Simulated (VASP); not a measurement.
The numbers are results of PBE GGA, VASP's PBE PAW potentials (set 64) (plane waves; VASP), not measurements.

A VASP calculation is set up with these files.

**INCAR**
```
ALGO = Normal
EDIFF = 1E-6
ENCUT = 520
GGA = PE
ISIF = 2
ISMEAR = 0
LASPH = .TRUE.
LCHARG = .FALSE.
LMAXMIX = 4
LREAL = .FALSE.
LWAVE = .FALSE.
NELM = 100
PREC = Accurate
SIGMA = 0.05
SYSTEM = PbF2
```

### POSCAR
```
PbF2
4.239690
  0.0000000000   0.7171585658   0.6969101514
  0.6971127606   0.0000000000   0.6969101514
  0.6971127606   0.7171585658   0.0000000000
Pb F
1 2
Direct
  0.0000000000   0.0000000000   0.0000000000
  0.2500000000   0.2500000000   0.2500000000
  0.7403290000   0.7596710000   0.7596710000
```

File KPOINTS:
```
Automatic
0
gamma
  8 8 8
0 0 0
```

POTCAR, in this order: Pb_d F (PBE.64 set). Program: vasp_std.

What VASP printed:

File OUTCAR:
```
 ion  position               nearest neighbor table
   1  0.000  0.000  0.000-   3 2.55   3 2.55   2 2.58   2 2.58   2 2.58   2 2.58   3 2.62   3 2.62
  LATTYP: Found a face centered orthorhombic cell.
 ALAT       =     5.9093660000
 B/A-ratio  =     1.0002907249
 C/A-ratio  =     1.0290545551
 Subroutine PRICEL returns:
 Original cell was already a primitive cell.
 Subroutine GETGRP returns: Found  2 space group operations
The static configuration has the point symmetry C_2 .
The dynamic configuration has the point symmetry C_2 .
 Subroutine INISYM returns: Found  2 space group operations
 Subroutine IBZKPT returns following result:
 Found    150 irreducible k-points:

 Following reciprocal coordinates:
            Coordinates               Weight
  0.000000  0.000000  0.000000      1.000000
  0.125000  0.000000  0.000000      4.000000
  0.000000  0.125000  0.000000      4.000000
  0.250000  0.000000  0.000000      4.000000
  0.000000  0.250000  0.000000      4.000000
  0.375000 -0.000000 -0.000000      4.000000
 -0.000000  0.375000  0.000000      4.000000
  0.500000  0.000000  0.000000      2.000000
  0.000000  0.500000  0.000000      2.000000
  0.125000  0.125000  0.000000      2.000000
  0.250000  0.125000  0.000000      4.000000
  0.125000  0.250000  0.000000      4.000000
  0.375000  0.125000 -0.000000      4.000000
  0.125000  0.375000  0.000000      4.000000
  0.500000  0.125000 -0.000000      4.000000
  0.125000  0.500000  0.000000      4.000000
 -0.375000  0.125000  0.000000      4.000000
  0.125000 -0.375000 -0.000000      4.000000
 -0.250000  0.125000  0.000000      4.000000
  0.125000 -0.250000 -0.000000      4.000000
 -0.125000  0.125000  0.000000      4.000000
  0.250000  0.250000  0.000000      2.000000
  0.375000  0.250000 -0.000000      4.000000
  0.250000  0.375000  0.000000      4.000000
  0.500000  0.250000  0.000000      4.000000
  0.250000  0.500000  0.000000      4.000000
 -0.375000  0.250000  0.000000      4.000000
  0.250000 -0.375000  0.000000      4.000000
 -0.250000  0.250000  0.000000      4.000000
  0.375000  0.375000  0.000000      2.000000
  0.500000  0.375000  0.000000      4.000000
  0.375000  0.500000 -0.000000      4.000000
 -0.375000  0.375000  0.000000      4.000000
  0.500000  0.500000  0.000000      1.000000
  0.125000  0.000000  0.125000      2.000000
  0.250000  0.000000  0.125000      4.000000
 -0.125000  0.125000 -0.125000      4.000000
  0.375000 -0.000000  0.125000      4.000000
 -0.125000  0.250000 -0.125000      4.000000
  0.500000 -0.000000  0.125000      4.000000
   k-points           NKPTS =    150   k-points in BZ     NKDIM =    150   number of bands    NBANDS=     18
   number of dos      NEDOS =    301   number of ions     NIONS =      3
   total plane-waves  NPLWV =  32768
   dimension x,y,z NGX =    32 NGY =   32 NGZ =   32
   dimension x,y,z NGXF=    64 NGYF=   64 NGZF=   64
   ions per type =               1   2
   PREC   = accura    normal or accurate (medium, high low for compatibility)
   ISTART =      0    job   : 0-new  1-cont  2-samecut
   ICHARG =      2    charge: 1-file 2-atom 10-const
   ISPIN  =      1    spin polarized calculation?
   LNONCOLLINEAR =      F non collinear calculations
   LSORBIT =      F    spin-orbit coupling
   INIWAV =      1    electr: 0-lowe 1-rand  2-diag
   ENCUT  =  520.0 eV  38.22 Ry    6.18 a.u.   7.88  7.77  7.88*2*pi/ulx,y,z
   NELM   =    100;   NELMIN=  2; NELMDL= -5     # of ELM steps
   EDIFF  = 0.1E-05   stopping-criterion for ELM
   LREAL  =      F    real-space projection
   NLSPLINE    = F    spline interpolate recip. space projectors
...
```

### OSZICAR
```
       N       E                     dE             d eps       ncg     rms          rms(c)
DAV:   1     0.305520735287E+03    0.30552E+03   -0.15080E+04  5402   0.177E+03
DAV:   2     0.111752708381E+02   -0.29435E+03   -0.28324E+03  6256   0.455E+02
DAV:   3    -0.154916040419E+02   -0.26667E+02   -0.26423E+02  6214   0.153E+02
DAV:   4    -0.162912033803E+02   -0.79960E+00   -0.79881E+00  5820   0.277E+01
DAV:   5    -0.163181327214E+02   -0.26929E-01   -0.26928E-01  6140   0.516E+00    0.804E+00
DAV:   6    -0.143508009280E+02    0.19673E+01   -0.10510E+01  6868   0.271E+01    0.273E+00
DAV:   7    -0.143439870304E+02    0.68139E-02   -0.46012E-01  5436   0.467E+00    0.156E+00
DAV:   8    -0.143394415885E+02    0.45454E-02   -0.10296E-01  5418   0.396E+00    0.490E-01
DAV:   9    -0.143370534504E+02    0.23881E-02   -0.20063E-02  6024   0.109E+00    0.101E-01
DAV:  10    -0.143382171575E+02   -0.11637E-02   -0.15824E-03  5412   0.438E-01    0.282E-02
DAV:  11    -0.143382070737E+02    0.10084E-04   -0.11336E-04  5748   0.110E-01    0.118E-02
DAV:  12    -0.143382175980E+02   -0.10524E-04   -0.49146E-05  5986   0.748E-02    0.104E-02
DAV:  13    -0.143382159105E+02    0.16875E-05   -0.15563E-05  6102   0.436E-02    0.164E-03
DAV:  14    -0.143382159647E+02   -0.54134E-07   -0.66121E-07  3628   0.680E-03
   1 F= -.14338216E+02 E0= -.14338216E+02  d E =-.346400E-13
```

**OUTCAR**
```
------------------------ aborting loop because EDIFF is reached ----------------------------------------
  FORCE on cell =-STRESS in cart. coord.  units (eV):
  Direction    XX          YY          ZZ          XY          YZ          ZX
  --------------------------------------------------------------------------------------
  Total        0.5069754     -0.0075918      0.5010307      0.0000000      0.1448956      0.0000000
  in kB       15.2957288     -0.2290493     15.1163730      0.0000000      4.3715810      0.0000000
  external PRESSURE =      10.0610175 kB  Pullay stress =       0.0000000 kB
  volume of cell :       53.10
      direct lattice vectors                 reciprocal lattice vectors
     0.000000000  3.040530000  2.954683000    -0.169173708  0.164445015  0.169222891
     2.955542000  0.000000000  2.954683000     0.169173708 -0.164445015  0.169222891
     2.955542000  3.040530000  0.000000000     0.169173708  0.164445015 -0.169222891
 POSITION                                       TOTAL-FORCE (eV/Angst)
 -----------------------------------------------------------------------------------
      0.00000      0.00000      0.00000         0.040222     -0.000000      0.000000
      1.47777      1.52026      1.47734         0.104055      0.000000      0.000000
      4.49048      4.56079      4.43202        -0.144277     -0.000000      0.000000
 -----------------------------------------------------------------------------------
    total drift:                                0.000419     -0.000001     -0.000002
  FREE ENERGIE OF THE ION-ELECTRON SYSTEM (eV)
  ---------------------------------------------------
  free  energy   TOTEN  =       -14.3382159647 eV

  energy  without entropy=      -14.3382159647  energy(sigma->0) =      -14.33821596
```
(Selected blocks of OUTCAR.)

The compound is PbF2 in the fluorite structure, the β form. The cell was not relaxed at this level, atoms are displaced from their ideal sites. The run is one of a series of settings (KPOINTS 8×8×8 Γ-centred mesh against the base run), some of them coarse on purpose.
